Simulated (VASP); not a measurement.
These are vdW-DF-cx, VASP's PBE PAW potentials (set 64) (plane waves; VASP) values and carry that method's errors.

A VASP calculation is set up with these files.

**INCAR**
```
# general
SYSTEM  =Co
PREC    =Accurate
ENCUT   =520
LREAL   =.False.
LASPH   =.True.

# electronic loop
EDIFF   =1E-7
NELM    =100
ALGO    =Normal
LMAXMIX =4

# smearing
ISMEAR  =-5

# functional
GGA     =CX
LUSE_VDW=.True.
AGGAC   =0.0

# spin
ISPIN   =2
MAGMOM  =1.6 1.6

# ions
ISIF    =2

# output
LWAVE   =.False.
LCHARG  =.True.
LORBIT  =11
NEDOS   =601
```

File POSCAR:
```
Co
1.0
  1.2296535866  -2.1298227099   0.0000000000
  1.2296535866   2.1298227099   0.0000000000
  0.0000000000   0.0000000000   3.9654501470
Co
2
Direct
  0.3333330000   0.6666670000   0.2500000000
  0.6666670000   0.3333330000   0.7500000000
```

KPOINTS:
```
Automatic mesh
0
Gamma
19 19 10
0 0 0
```

POTCAR, in this order: Co (PBE.64 set). Program: vasp_std.

The resulting files:

**OSZICAR**
```
       N       E                     dE             d eps       ncg     rms          rms(c)
DAV:   1     0.851382335011E+02    0.85138E+02   -0.83311E+03 14664   0.161E+03
DAV:   2    -0.968446114927E+01   -0.94823E+02   -0.87702E+02 14435   0.258E+02
DAV:   3    -0.119169606037E+02   -0.22325E+01   -0.21752E+01 17270   0.561E+01
DAV:   4    -0.119508343234E+02   -0.33874E-01   -0.33842E-01 20618   0.530E+00
DAV:   5    -0.119511374871E+02   -0.30316E-03   -0.30315E-03 17859   0.477E-01    0.157E+01
DAV:   6    -0.100616135916E+02    0.18895E+01   -0.13760E+01 15548   0.765E+01    0.699E+00
DAV:   7    -0.968758639797E+01    0.37403E+00   -0.18281E+00 16199   0.268E+01    0.381E+00
DAV:   8    -0.966636428414E+01    0.21222E-01   -0.18455E-02 20393   0.154E+00    0.192E+00
DAV:   9    -0.965100106711E+01    0.15363E-01   -0.40259E-03 21313   0.111E+00    0.623E-01
DAV:  10    -0.965069820205E+01    0.30287E-03   -0.14006E-03 19472   0.575E-01    0.922E-02
DAV:  11    -0.965063041604E+01    0.67786E-04   -0.43164E-05 18465   0.868E-02    0.298E-02
DAV:  12    -0.965062131501E+01    0.91010E-05   -0.45876E-06 16851   0.234E-02    0.161E-02
DAV:  13    -0.965061226117E+01    0.90538E-05   -0.22611E-06 20730   0.228E-02    0.115E-02
DAV:  14    -0.965061630878E+01   -0.40476E-05   -0.36950E-07 16807   0.810E-03    0.182E-03
DAV:  15    -0.965061714633E+01   -0.83755E-06   -0.27045E-08  8187   0.295E-03    0.163E-03
DAV:  16    -0.965061685826E+01    0.28807E-06   -0.61592E-09  7921   0.143E-03    0.600E-04
DAV:  17    -0.965061665746E+01    0.20080E-06   -0.14412E-09  7858   0.461E-04    0.114E-04
DAV:  18    -0.965061662854E+01    0.28921E-07   -0.43667E-10  7704   0.225E-04
   1 F= -.96506166E+01 E0= -.96506166E+01  d E =0.000000E+00  mag=     3.0882
```

File OUTCAR:
```
------------------------ aborting loop because EDIFF is reached ----------------------------------------
  FORCE on cell =-STRESS in cart. coord.  units (eV):
  Direction    XX          YY          ZZ          XY          YZ          ZX
  --------------------------------------------------------------------------------------
  Total       -0.0478665     -0.0478665     -0.0249179      0.0000000     -0.0000000     -0.0000000
  in kB       -3.6922723     -3.6922730     -1.9220896      0.0000000     -0.0000000     -0.0000000
  external PRESSURE =      -3.1022116 kB  Pullay stress =       0.0000000 kB
  volume of cell :       20.77
      direct lattice vectors                 reciprocal lattice vectors
     1.229653587 -2.129822710  0.000000000     0.406618584 -0.234761324  0.000000000
     1.229653587  2.129822710  0.000000000     0.406618584  0.234761324  0.000000000
     0.000000000  0.000000000  3.965450147     0.000000000  0.000000000  0.252178180
 POSITION                                       TOTAL-FORCE (eV/Angst)
 -----------------------------------------------------------------------------------
      1.22965      0.70994      0.99136        -0.000000     -0.000000      0.000000
      1.22965     -0.70994      2.97409         0.000000      0.000000      0.000000
 -----------------------------------------------------------------------------------
    total drift:                               -0.000000     -0.000003     -0.000030
  FREE ENERGIE OF THE ION-ELECTRON SYSTEM (eV)
  ---------------------------------------------------
  free  energy   TOTEN  =        -9.6506166285 eV

  energy  without entropy=       -9.6506166285  energy(sigma->0) =       -9.65061663

 total charge

# of ion       s       p       d       tot
------------------------------------------
    1        0.506   0.558   7.302   8.366
    2        0.506   0.558   7.302   8.366
--------------------------------------------------
tot          1.012   1.116  14.604  16.731

 magnetization (x)

# of ion       s       p       d       tot
------------------------------------------
    1       -0.016  -0.052   1.618   1.551
    2       -0.016  -0.052   1.618   1.551
--------------------------------------------------
tot         -0.032  -0.103   3.237   3.101
```
(Selected blocks of OUTCAR.)

File OUTCAR:
```
 val. band max:       10.7901893504   @ k =   0.3158  -0.0000   0.5000

 cond. band min:      10.5459354000   @ k =   0.4211   0.0000   0.3000


 Fermi energy:        10.7030183171

 spin component 1

 k-point     1 :       0.0000    0.0000    0.0000
  band No.  band energies     occupation
      1       1.5315      1.00000
      2       5.4032      1.00000
      3       8.1099      1.00000
      4       8.1189      1.00000
      5       8.1189      1.00000
      6       8.4600      1.00000
      7       8.4600      1.00000
      8       8.8249      1.00000
      9       8.8249      1.00000
     10      10.0201      1.00000
     11      10.0202      1.00000
     12      10.6453      0.25155
     13      17.5218      0.00000
     14      33.0447      0.00000
     15      35.9620      0.00000

 k-point     2 :       0.0526    0.0000    0.0000
  band No.  band energies     occupation
      1       1.6322      1.00000
      2       5.4653      1.00000
      3       7.9662      1.00000
      4       8.1677      1.00000
      5       8.2482      1.00000
      6       8.4356      1.00000
      7       8.5030      1.00000
      8       8.7721      1.00000
      9       8.7933      1.00000
     10       9.4999      1.00000
     11      10.0341      1.00000
     12      11.2841     -0.02570
     13      17.5367      0.00000
     14      32.3918      0.00000
     15      34.3081      0.00000

 k-point     3 :       0.1053    0.0000    0.0000
  band No.  band energies     occupation
      1       1.9299      1.00000
      2       5.6400      1.00000
      3       7.7909      1.00000
      4       8.3105      1.00000
      5       8.3305      1.00000
      6       8.4308      1.00000
      7       8.5064      1.00000
      8       8.6290      1.00000
      9       8.7064      1.00000
     10       9.0053      1.00000
     11      10.0702      1.00000
     12      12.2439      0.00000
     13      17.5851      0.00000
...
```

For a metal the tetrahedron method with Blöchl corrections gives inexact stress and forces.

The compound is Co in the hcp structure. It was relaxed first, which changed the volume by -6 %.
